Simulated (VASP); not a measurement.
Computed with PBE GGA, VASP's PBE PAW potentials (set 64) (plane waves; VASP).

VASP input:

File KPOINTS:
```
Automatic mesh
0
Gamma
 10 10 5
```

**POSCAR**
```
TiB
1
    3.1022125276    -0.0000000000    -0.0000000000
   -1.5511062638     2.6865948693     0.0000000000
   -0.0000000000    -0.0000000000     5.8713538799
Ti B
2 2
Direct
  0.0000000000   0.0000000000   0.0000000000
  0.0000000000   0.0000000000   0.5000000000
  0.3333330000   0.6666670000   0.2500000000
  0.6666670000   0.3333330000   0.7500000000
```

**INCAR**
```
SYSTEM = TiB
PREC = Accurate
ENCUT = 520
EDIFF = 1E-6
NELM = 100
ALGO = Normal
LREAL = .FALSE.
LASPH = .TRUE.
ISMEAR = 1
SIGMA = 0.1
GGA = PE
LMAXMIX = 4
LWAVE = .FALSE.
LCHARG = .FALSE.
IBRION = 2
ISIF = 3
NSW = 60
EDIFFG = -0.02
```

POTCAR, in this order: Ti_sv B (PBE.64 set). Program: vasp_std.

The run wrote:

**OUTCAR**
```
 ion  position               nearest neighbor table
   1  0.000  0.000  0.000-   3 2.32   4 2.32   4 2.32   3 2.32   4 2.32   3 2.32
   2  0.000  0.000  0.500-   3 2.32   4 2.32   4 2.32   3 2.32   4 2.32   3 2.32
   3  0.333  0.667  0.250-   1 2.32   2 2.32   1 2.32   2 2.32   1 2.32   2 2.32
   4  0.667  0.333  0.750-   1 2.32   2 2.32   1 2.32   2 2.32   1 2.32   2 2.32
  LATTYP: Found a hexagonal cell.
 ALAT       =     3.1022125276
 C/A-ratio  =     1.8926343143
 Subroutine PRICEL returns:
 Original cell was already a primitive cell.
 Subroutine GETGRP returns: Found 24 space group operations
The static configuration has the point symmetry D_3d.
 The point group associated with its full space group is D_6h.
The dynamic configuration has the point symmetry D_3d.
 Subroutine INISYM returns: Found 24 space group operations
 Subroutine IBZKPT returns following result:
 Found     42 irreducible k-points:

 Following reciprocal coordinates:
            Coordinates               Weight
  0.000000  0.000000  0.000000      1.000000
  0.100000 -0.000000  0.000000      6.000000
  0.200000 -0.000000  0.000000      6.000000
  0.300000 -0.000000  0.000000      6.000000
  0.400000  0.000000  0.000000      6.000000
  0.500000 -0.000000  0.000000      3.000000
  0.100000  0.100000  0.000000      6.000000
  0.200000  0.100000  0.000000     12.000000
  0.300000  0.100000  0.000000     12.000000
  0.400000  0.100000  0.000000     12.000000
  0.200000  0.200000  0.000000      6.000000
  0.300000  0.200000  0.000000     12.000000
  0.400000  0.200000  0.000000      6.000000
  0.300000  0.300000  0.000000      6.000000
  0.000000  0.000000  0.200000      2.000000
  0.100000 -0.000000  0.200000     12.000000
  0.200000 -0.000000  0.200000     12.000000
  0.300000 -0.000000  0.200000     12.000000
  0.400000  0.000000  0.200000     12.000000
  0.500000 -0.000000  0.200000      6.000000
  0.100000  0.100000  0.200000     12.000000
  0.200000  0.100000  0.200000     24.000000
  0.300000  0.100000  0.200000     24.000000
  0.400000  0.100000  0.200000     24.000000
  0.200000  0.200000  0.200000     12.000000
  0.300000  0.200000  0.200000     24.000000
  0.400000  0.200000  0.200000     12.000000
  0.300000  0.300000  0.200000     12.000000
  0.000000  0.000000  0.400000      2.000000
  0.100000 -0.000000  0.400000     12.000000
  0.200000 -0.000000  0.400000     12.000000
  0.300000 -0.000000  0.400000     12.000000
  0.400000  0.000000  0.400000     12.000000
  0.500000 -0.000000  0.400000      6.000000
  0.100000  0.100000  0.400000     12.000000
  0.200000  0.100000  0.400000     24.000000
  0.300000  0.100000  0.400000     24.000000
  0.400000  0.100000  0.400000     24.000000
  0.200000  0.200000  0.400000     12.000000
  0.300000  0.200000  0.400000     24.000000
   k-points           NKPTS =     42   k-points in BZ     NKDIM =     42   number of bands    NBANDS=     19
   number of dos      NEDOS =    301   number of ions     NIONS =      4
   total plane-waves  NPLWV =  27648
   dimension x,y,z NGX =    24 NGY =   24 NGZ =   48
   dimension x,y,z NGXF=    48 NGYF=   48 NGZF=   96
   ions per type =               2   2
   PREC   = accura    normal or accurate (medium, high low for compatibility)
   ISTART =      0    job   : 0-new  1-cont  2-samecut
   ICHARG =      2    charge: 1-file 2-atom 10-const
   ISPIN  =      1    spin polarized calculation?
   LNONCOLLINEAR =      F non collinear calculations
   LSORBIT =      F    spin-orbit coupling
   INIWAV =      1    electr: 0-lowe 1-rand  2-diag
   ENCUT  =  520.0 eV  38.22 Ry    6.18 a.u.   5.77  5.77 10.92*2*pi/ulx,y,z
   NELM   =    100;   NELMIN=  2; NELMDL= -5     # of ELM steps
...
```

OSZICAR:
```
       N       E                     dE             d eps       ncg     rms          rms(c)
DAV:   1     0.308053451536E+03    0.30805E+03   -0.15458E+04  1596   0.182E+03
DAV:   2     0.102969854268E+00   -0.30795E+03   -0.30241E+03  1605   0.504E+02
DAV:   3    -0.346624786438E+02   -0.34765E+02   -0.33522E+02  3054   0.143E+02
DAV:   4    -0.362922448782E+02   -0.16298E+01   -0.16112E+01  1926   0.294E+01
DAV:   5    -0.363868660595E+02   -0.94621E-01   -0.94532E-01  2453   0.624E+00    0.196E+01
DAV:   6    -0.291330066343E+02    0.72539E+01   -0.62641E+01  2008   0.666E+01    0.568E+00
DAV:   7    -0.288331492443E+02    0.29986E+00   -0.67104E+00  2015   0.216E+01    0.377E+00
DAV:   8    -0.288645499697E+02   -0.31401E-01   -0.24766E-01  2106   0.464E+00    0.940E-01
DAV:   9    -0.288708832587E+02   -0.63333E-02   -0.51536E-02  2402   0.198E+00    0.289E-01
DAV:  10    -0.288719270452E+02   -0.10438E-02   -0.46838E-03  2257   0.662E-01    0.770E-02
DAV:  11    -0.288718642409E+02    0.62804E-04   -0.91624E-04  2239   0.290E-01    0.364E-02
DAV:  12    -0.288718650808E+02   -0.83985E-06   -0.32261E-05  1908   0.529E-02    0.149E-02
DAV:  13    -0.288718645260E+02    0.55476E-06   -0.18698E-05  2146   0.294E-02    0.245E-03
DAV:  14    -0.288718645468E+02   -0.20738E-07   -0.13740E-06  1277   0.101E-02
   1 F= -.28871865E+02 E0= -.28872562E+02  d E =-.288719E+02
       N       E                     dE             d eps       ncg     rms          rms(c)
DAV:   1    -0.288828339035E+02   -0.10969E-01   -0.26781E-01  2301   0.715E+00    0.928E-01
DAV:   2    -0.288736518390E+02    0.91821E-02   -0.11117E-01  2217   0.323E+00    0.278E-01
DAV:   3    -0.288718198056E+02    0.18320E-02   -0.12311E-02  2271   0.807E-01    0.111E-01
DAV:   4    -0.288717734683E+02    0.46337E-04   -0.21644E-03  2431   0.331E-01    0.620E-02
DAV:   5    -0.288718403800E+02   -0.66912E-04   -0.11984E-04  1960   0.102E-01    0.395E-02
DAV:   6    -0.288719508475E+02   -0.11047E-03   -0.21810E-04  2184   0.657E-02    0.205E-02
DAV:   7    -0.288719659107E+02   -0.15063E-04   -0.34750E-05  2521   0.321E-02    0.944E-03
DAV:   8    -0.288719660074E+02   -0.96670E-07   -0.30928E-06  1461   0.153E-02
   2 F= -.28871966E+02 E0= -.28872670E+02  d E =-.101461E-03
       N       E                     dE             d eps       ncg     rms          rms(c)
DAV:   1    -0.288743202551E+02   -0.23543E-02   -0.54570E-02  2309   0.322E+00    0.417E-01
DAV:   2    -0.288724340852E+02    0.18862E-02   -0.21938E-02  2225   0.144E+00    0.124E-01
DAV:   3    -0.288720821526E+02    0.35193E-03   -0.24092E-03  2243   0.356E-01    0.497E-02
DAV:   4    -0.288720747042E+02    0.74484E-05   -0.43938E-04  2424   0.149E-01    0.281E-02
DAV:   5    -0.288720911930E+02   -0.16489E-04   -0.24229E-05  1967   0.464E-02    0.174E-02
DAV:   6    -0.288721159438E+02   -0.24751E-04   -0.43985E-05  2102   0.293E-02    0.928E-03
DAV:   7    -0.288721199500E+02   -0.40062E-05   -0.67775E-06  2354   0.143E-02    0.416E-03
DAV:   8    -0.288721202485E+02   -0.29845E-06   -0.52654E-07   927   0.716E-03
   3 F= -.28872120E+02 E0= -.28872822E+02  d E =-.255702E-03
```

### OUTCAR
```
------------------------ aborting loop because EDIFF is reached ----------------------------------------
  FORCE on cell =-STRESS in cart. coord.  units (eV):
  Direction    XX          YY          ZZ          XY          YZ          ZX
  --------------------------------------------------------------------------------------
  Total       -0.0256403     -0.0256403      0.0285256      0.0000000      0.0000000      0.0000000
  in kB       -0.8369913     -0.8369913      0.9311790      0.0000000      0.0000000      0.0000000
  external PRESSURE =      -0.2476012 kB  Pullay stress =       0.0000000 kB
  volume of cell :       49.08
      direct lattice vectors                 reciprocal lattice vectors
     3.104413531  0.000000000  0.000000000     0.322122034  0.185977242  0.000000000
    -1.552206766  2.688500994  0.000000000     0.000000000  0.371954484  0.000000000
    -0.000000000  0.000000000  5.880618064     0.000000000  0.000000000  0.170050153
 POSITION                                       TOTAL-FORCE (eV/Angst)
 -----------------------------------------------------------------------------------
      0.00000      0.00000      0.00000         0.000000      0.000000     -0.000000
     -0.00000      0.00000      2.94031         0.000000      0.000000     -0.000000
     -0.00000      1.79233      1.47015         0.000000      0.000000      0.000000
      1.55221      0.89617      4.41046        -0.000000     -0.000000      0.000000
 -----------------------------------------------------------------------------------
    total drift:                                0.000000     -0.000000      0.000000
  FREE ENERGIE OF THE ION-ELECTRON SYSTEM (eV)
  ---------------------------------------------------
  free  energy   TOTEN  =       -28.8721202485 eV

  energy  without entropy=      -28.8742261572  energy(sigma->0) =      -28.87282222

 reached required accuracy - stopping structural energy minimisation
```
(Selected blocks of OUTCAR.)

### CONTCAR
```
TiB
   1.00000000000000
     3.1044135311771681    0.0000000000000000    0.0000000000000000
    -1.5522067655885841    2.6885009943381690    0.0000000000000000
    -0.0000000000000000    0.0000000000000000    5.8806180636244578
  Ti              B
     2     2
Direct
     0.0000000000000000    0.0000000000000000    0.0000000000000000
     0.0000000000000000    0.0000000000000000    0.5000000000000000
     0.3333330000000032    0.6666669999999968    0.2500000000000000
     0.6666669999999968    0.3333330000000032    0.7500000000000000
```

The structure was generated: TiB was put into the NiAs type type (P6_3/mmc), which need not be its known phase. This run relaxes it. Symmetry was kept, so distortions that lower it aren't found. The start is the result of an earlier pass.
